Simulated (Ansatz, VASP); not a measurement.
# Cross-check of HfO2 (amorphous HfO2 at 7.64 g/cm^3) between VASP and Ansatz, part 3 of 3

One calculation is typed for both programs; each brings its own data sets. How far apart do they land? Of the first pair: The structure shown is the start of the Ansatz relaxation below; VASP solves that cell, so the two are compared at the walk's first step.

VASP 6.6.1 and Ansatz 0.2.0.

So far. Step 4 (Comparison): The forces differ by 37 meV/Å r.m.s., which is 6.9 % of the r.m.s. force of 0.537 eV/Å (both taken over all components).

## 6. VASP: single point, PBE, relaxed cell, pair 2

Level of this step: PBE; plane waves and PAW (Hf_pv, O) (VASP).

The same cell, functional, mesh and smearing now go to VASP, with its own data sets.

Input file INCAR:

```
SYSTEM = HfO2
PREC = Accurate
ENCUT = 520
EDIFF = 1E-06
NELM = 120
ISMEAR = -1
SIGMA = 0.025
LREAL = Auto
ALGO = Normal
GGA = PE
NBANDS = 368
LASPH = .TRUE.
LORBIT = 11
LWAVE = .FALSE.
LCHARG = .FALSE.
ISIF = 2
GGA_COMPAT = .FALSE.
EFERMI = MIDGAP
NCORE = 2
```

Input file POSCAR:

```
HfO2
1.0
   10.8609000000      0.0000000000      0.0000000000
    0.0000000000     10.8609000000      0.0000000000
    0.0000000000      0.0000000000     10.8609000000
Hf O
28 56
Direct
    0.0872700000      0.1709500000      0.4256600000
    0.8512700000      0.3603300000      0.1902700000
    0.5735200000      0.5092300000      0.6387200000
    0.5446100000      0.8487100000      0.5788000000
    0.8407100000      0.9249500000      0.5463000000
    0.1939500000      0.9199400000      0.0853000000
    0.4736600000      0.5510900000      0.1934100000
    0.3650600000      0.3145900000      0.4192300000
    0.6489400000      0.1165000000      0.0813400000
    0.4113100000      0.3351400000      0.9143600000
    0.1528600000      0.6249400000      0.2870500000
    0.7393100000      0.6381200000      0.3817000000
    0.9236700000      0.0093200000      0.8695700000
    0.9520300000      0.7264600000      0.0232100000
    0.6608700000      0.8003100000      0.0205200000
    0.1601600000      0.1984300000      0.7132500000
    0.9377500000      0.9149000000      0.2677600000
    0.1488900000      0.5600700000      0.5896000000
    0.4792400000      0.8744900000      0.2918200000
    0.8880300000      0.3839400000      0.4938600000
    0.1503500000      0.2118500000      0.1136500000
    0.1432600000      0.5064900000      0.9234600000
    0.8677200000      0.6829100000      0.7286300000
    0.6651700000      0.5124400000      0.9380900000
    0.6706000000      0.1401600000      0.3981300000
    0.3845000000      0.7340500000      0.8158100000
    0.1527400000      0.8638800000      0.5725000000
    0.4071000000      0.0279800000      0.8936500000
    0.2666700000      0.0843700000      0.0237700000
    0.7272500000      0.2200900000      0.2235800000
    0.0753100000      0.5826800000      0.0925600000
    0.0648400000      0.0454300000      0.1670700000
    0.5348300000      0.4180300000      0.7996400000
    0.5067400000      0.1952700000      0.9842200000
    0.4426800000      0.4303100000      0.5420100000
    0.5651500000      0.9650500000      0.9847000000
    0.0642400000      0.9789000000      0.4376400000
    0.2064300000      0.2296800000      0.2869900000
    0.5917000000      0.7542200000      0.4112200000
    0.4001700000      0.4075600000      0.2664800000
    0.3204600000      0.6508400000      0.2435000000
    0.2934000000      0.5991200000      0.9068300000
    0.6400900000      0.5424000000      0.2624700000
    0.8666100000      0.7853800000      0.3847200000
    0.5940500000      0.0153500000      0.2383500000
    0.5538600000      0.6941000000      0.9105000000
    0.4967200000      0.1942500000      0.4081000000
    0.4061900000      0.8911300000      0.4684700000
    0.9977500000      0.6215700000      0.8636700000
    0.7546500000      0.3854000000      0.0317800000
    0.1753300000      0.0212200000      0.6679800000
    0.2369400000      0.2226600000      0.5285600000
    0.3223400000      0.9076300000      0.2110200000
    0.7407900000      0.7808900000      0.6187700000
    0.0445900000      0.8803400000      0.9602100000
    0.7726700000      0.6392700000      0.0289100000
    0.2386400000      0.3525500000      0.9970200000
    0.9663100000      0.5457200000      0.6010500000
    0.6561300000      0.9938900000      0.5279000000
    0.7220000000      0.5232200000      0.5232700000
    0.2378000000      0.7184600000      0.6767000000
    0.0126100000      0.2598700000      0.5814800000
    0.0486800000      0.1472000000      0.8534500000
    0.3144600000      0.8670900000      0.9360700000
    0.4551300000      0.9112100000      0.7458800000
    0.9542200000      0.2788900000      0.3495400000
    0.8322600000      0.8109600000      0.8721300000
    0.7959600000      0.0784600000      0.9834800000
    0.3372600000      0.1931800000      0.8034200000
    0.8747000000      0.4979600000      0.3261500000
    0.1737500000      0.4839900000      0.4236100000
    0.5497400000      0.7545300000      0.1600700000
    0.0007000000      0.3139300000      0.1000000000
    0.8391500000      0.0322000000      0.3788600000
    0.8665200000      0.0213100000      0.6984900000
    0.8301900000      0.8519600000      0.1279100000
    0.9869800000      0.8117500000      0.6347400000
    0.4984900000      0.4667300000      0.0298900000
    0.7373900000      0.5514500000      0.7689000000
    0.1428000000      0.7166600000      0.4479000000
    0.4954300000      0.6738300000      0.6628400000
    0.7448600000      0.2739100000      0.4997100000
    0.1682200000      0.4349100000      0.7413400000
    0.0719600000      0.7927000000      0.1957000000
```

Input file KPOINTS:

```
Automatic mesh
0
Gamma
1 1 1
0 0 0
```

The projector-augmented-wave data sets are Hf_pv and O (PBE family, release 64).

On the command line:

```bash
$ mpirun -np 8 vasp_gam
```

Numbers of over 12 decimals in the logs are rounded to 6 here.

What it wrote:

```text
[... set-up lines as in an earlier step ...]
 entering main loop
       N       E                     dE             d eps       ncg     rms          rms(c)
DAV:   1     0.584526009844E+04    0.58453E+04   -0.39050E+05   768   0.172E+03
DAV:   2    -0.463411236441E+03   -0.63087E+04   -0.60977E+04   920   0.466E+02
DAV:   3    -0.984963342938E+03   -0.52155E+03   -0.51851E+03   840   0.118E+02
DAV:   4    -0.999318025191E+03   -0.14355E+02   -0.14306E+02   896   0.208E+01
[...]
DAV:  17    -0.835263767200E+03    0.10679E-04   -0.24758E-05   840   0.105E-02    0.288E-02
DAV:  18    -0.835263763483E+03    0.37177E-05   -0.69977E-06   776   0.637E-03    0.170E-02
DAV:  19    -0.835263763689E+03   -0.20606E-06   -0.26490E-06   648   0.380E-03
   1 F= -.83526376E+03 E0= -.83526376E+03  d E =0.000000E+00
```

OUTCAR, selected parts (step 6):

```text
  Total      -67.7203192    -61.3418201    -63.8838215     -0.4013133      0.8286386     -4.2123579
  in kB      -84.6900002    -76.7131463    -79.8921346     -0.5018763      1.0362828     -5.2679107
  external PRESSURE =     -80.4317604 kB  Pullay stress =       0.0000000 kB

  FREE ENERGIE OF THE ION-ELECTRON SYSTEM (eV)
  ---------------------------------------------------
  free  energy   TOTEN  =      -835.2637636887 eV

  energy  without entropy=     -835.2637636887  energy(sigma->0) =     -835.26376369

[... 1 part as in an earlier step ...]

[... 2 further parts left out ...]
[key lines of the parts left out:]
E-fermi :   2.7720
```

The run ends at a pressure of -8.04 GPa, with forces up to 0.14 eV/Å.

## 7. Side by side

What differs besides the data sets and the points named for the pairs above, as far as they apply: the data sets hold 1064 valence electrons in Ansatz (on its default PAW (the set named soft_2) files) and 616 in VASP. Total energies have different zeros and are not compared.

Compared:

```tsv
quantity	Ansatz	VASP	difference
gap on the k mesh (eV)	3.990	3.969	+0.021
```

Forces on 7 of the 84 atoms, those with the largest forces and the largest differences (eV/Å; atoms numbered as in POSCAR):

```tsv
atom	Ansatz x, y, z	VASP x, y, z
Hf1	-0.006, 0.000, -0.008	0.011, 0.125, 0.024
Hf11	-0.003, 0.004, -0.009	0.074, 0.083, 0.074
Hf16	-0.002, -0.002, 0.002	-0.003, -0.119, -0.054
Hf20	0.000, -0.011, -0.006	-0.020, -0.094, -0.088
O48	0.000, -0.003, 0.001	0.135, -0.042, -0.019
O71	0.000, -0.002, 0.003	-0.017, 0.117, 0.044
O82	0.005, 0.000, -0.002	0.067, -0.022, -0.092
```

The forces differ by 45 meV/Å r.m.s., where the r.m.s. force is 0.005 eV/Å in Ansatz and 0.045 eV/Å in VASP: the atoms lie near their places of rest in Ansatz, so a percentage would say little (all taken over all components). A gap on the mesh is an upper bound, since the band edges may lie between its points; neither run holds spin-orbit coupling, which can move the band edges of a compound of Hf.

## 8. Outcome

| Item | Value |
| --- | --- |
| r.m.s. force difference (single point, PBE, start cell, pair 1) | 6.9 % of the r.m.s. force |
| r.m.s. force difference (single point, PBE, relaxed cell, pair 2) | 45 meV/Å |

**Reading.** The r.m.s. force difference is 45 meV/Å (single point, PBE, relaxed cell, pair 2), beyond the 12 meV/Å picked in this series as the mark of a large difference. The data sets hold unlike numbers of valence electrons (1064 in Ansatz and 616 in VASP), so part of the differences comes from the potentials. What causes the difference of the single point, PBE, start cell, pair 1 pair stays open here. What causes the difference of the single point, PBE, relaxed cell, pair 2 pair stays open here. Such differences can come from data sets, numerical settings and the points named under the comparisons, not from the functional's error against experiment.

[Lines on the potential files, build, host, timing and source positions are cut from VASP's logs without a mark.]

[Logs are printed without paths, hosts, clocks, repeated set-up lines and the standing remarks that a program may print on its own settings, such as how far it seeks lower states.]

[Hosts, paths, dates, database ids (printed as entryN), source tags and the programs' standing remarks are cut or masked in the printed files.]
